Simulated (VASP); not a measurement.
These are PBE GGA, VASP's PBE PAW potentials (set 64) (plane waves; VASP) values and carry that method's errors.

VASP input:

### POSCAR
```
TiAl
1
    2.8725310000     0.0000000000     0.0000000000
    0.0000000000     2.8241150000     0.0000000000
    0.0000000000     0.0000000000     4.0770390000
Ti Al
1 1
Direct
  0.0000000000   0.0000000000   0.0000000000
  0.5149240000   0.5000000000   0.5000000000
```

**INCAR**
```
ISMEAR=1   ! Methfessel-Paxton
ISIF=2
LWAVE=.False.
LMAXMIX=4   ! l cut-off of mixed one-centre charges
NELM=100   ! most electronic steps
SYSTEM=TiAl
LASPH=.True.   ! aspherical one-centre terms
LCHARG=.False.
PREC=Accurate
ENCUT=400   ! plane-wave cut-off (eV)
EDIFF=1E-2
LREAL=.False.   ! projection in real space or not
SIGMA=0.1   ! width (eV)
GGA=PE   ! PBE
ALGO=Normal   ! blocked Davidson
```

### KPOINTS
```
Automatic mesh
0
Gamma
11 12 8
0 0 0
```

POTCAR, in this order: Ti_sv Al (PBE.64 set). Program: vasp_std.

Output of the run:

**OSZICAR**
```
       N       E                     dE             d eps       ncg     rms          rms(c)
DAV:   1     0.763242881749E+02    0.76324E+02   -0.65438E+03  4640   0.115E+03
DAV:   2    -0.901594027949E+01   -0.85340E+02   -0.83055E+02  4724   0.299E+02
DAV:   3    -0.138492768700E+02   -0.48333E+01   -0.46283E+01  7113   0.711E+01
DAV:   4    -0.140098007294E+02   -0.16052E+00   -0.15946E+00  5827   0.112E+01
DAV:   5    -0.140165367333E+02   -0.67360E-02   -0.67317E-02  6452   0.209E+00    0.953E+00
DAV:   6    -0.125449157453E+02    0.14716E+01   -0.13067E+01  5720   0.387E+01    0.339E+00
DAV:   7    -0.123947417626E+02    0.15017E+00   -0.13090E+00  5428   0.120E+01    0.182E+00
DAV:   8    -0.123814147908E+02    0.13327E-01   -0.15705E-01  5317   0.430E+00    0.498E-01
DAV:   9    -0.123794692782E+02    0.19455E-02   -0.25867E-02  4986   0.213E+00
   1 F= -.12379469E+02 E0= -.12379658E+02  d E =0.565105E-03
```

### OUTCAR
```
------------------------ aborting loop because EDIFF is reached ----------------------------------------
  FORCE on cell =-STRESS in cart. coord.  units (eV):
  Direction    XX          YY          ZZ          XY          YZ          ZX
  --------------------------------------------------------------------------------------
  Total       -1.5112102     -0.9507384     -1.0327980      0.0000000      0.0000000      0.0000000
  in kB      -73.2054634    -46.0553032    -50.0304040      0.0000000      0.0000000      0.0000000
  external PRESSURE =     -56.4303902 kB  Pullay stress =       0.0000000 kB
  volume of cell :       33.07
      direct lattice vectors                 reciprocal lattice vectors
     2.872531000  0.000000000  0.000000000     0.348125051  0.000000000  0.000000000
     0.000000000  2.824115000  0.000000000     0.000000000  0.354093229  0.000000000
     0.000000000  0.000000000  4.077039000     0.000000000  0.000000000  0.245276045
 POSITION                                       TOTAL-FORCE (eV/Angst)
 -----------------------------------------------------------------------------------
      0.00000      0.00000      0.00000         0.179317      0.000000      0.000000
      1.47914      1.41206      2.03852        -0.179317      0.000000      0.000000
 -----------------------------------------------------------------------------------
    total drift:                               -0.002174      0.000000      0.000000
  FREE ENERGIE OF THE ION-ELECTRON SYSTEM (eV)
  ---------------------------------------------------
  free  energy   TOTEN  =       -12.3794692782 eV

  energy  without entropy=      -12.3800343836  energy(sigma->0) =      -12.37965765
```
(Selected blocks of OUTCAR.)

OUTCAR:
```
 val. band max:        8.1512813337   @ k =   0.1818   0.0833   0.2500

 cond. band min:       8.1580345181   @ k =   0.0909   0.3333   0.5000


 Fermi energy:         8.1515101720

 k-point     1 :       0.0000    0.0000    0.0000
  band No.  band energies     occupation
      1     -48.4950      2.00000
      2     -24.9061      2.00000
      3     -24.5034      2.00000
      4     -24.4526      2.00000
      5      -0.8001      2.00000
      6       6.3393      2.00000
      7       7.3362      2.00000
      8       7.8169      2.00002
      9      10.1786      0.00000
     10      10.3149      0.00000
     11      11.3583      0.00000

 k-point     2 :       0.0909    0.0000    0.0000
  band No.  band energies     occupation
      1     -48.4913      2.00000
      2     -24.9022      2.00000
      3     -24.5365      2.00000
      4     -24.4499      2.00000
      5      -0.6435      2.00000
      6       6.4619      2.00000
      7       7.3814      2.00000
      8       7.6709      2.00000
      9      10.3390      0.00000
     10      10.3692      0.00000
     11      11.2171      0.00000

 k-point     3 :       0.1818    0.0000    0.0000
  band No.  band energies     occupation
      1     -48.4810      2.00000
      2     -24.8919      2.00000
      3     -24.6245      2.00000
      4     -24.4425      2.00000
      5      -0.1797      2.00000
      6       6.7744      2.00000
      7       7.3360      2.00000
      8       7.4168      2.00000
      9      10.4049      0.00000
     10      10.8604      0.00000
     11      10.8716      0.00000

 k-point     4 :       0.2727    0.0000    0.0000
  band No.  band energies     occupation
      1     -48.4676      2.00000
      2     -24.8784      2.00000
      3     -24.7384      2.00000
      4     -24.4328      2.00000
      5       0.5737      2.00000
      6       6.8627      2.00000
      7       6.9690      2.00000
      8       7.3102      2.00000
      9      10.4726      0.00000
...
```

The compound is TiAl in the L1_0 structure. The cell was not relaxed at this level, atoms are displaced from their ideal sites. The run is one of a series of settings (EDIFF = 1E-2 against the base run), some of them coarse on purpose. The electron count is odd and the run is not spin-polarised, which forces a metal.
